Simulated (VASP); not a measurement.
Here is the system:

```
PbTe
1.0
    0.00000     3.27609     3.27609
    3.27609     0.00000     3.27609
    3.27609     3.27609     0.00000
Te Pb
1 1
Cartesian
  3.27609   3.27609   3.27609
  0.00000   0.00000   0.00000
```

Method: optB88-vdW, VASP's PBE PAW potentials (set 64) (plane waves; VASP 6.6.1). Run with 520 eV cut-off, 7×7×7 Γ-centred mesh, Gaussian smearing of 0.050 eV, potentials Te Pb_d.

Q: Predict the energy per atom (σ→0).

A: 
The energy per atom (σ→0) is -116.0 kJ/mol of atoms.

The compound is PbTe in the rock salt structure. It was relaxed first.
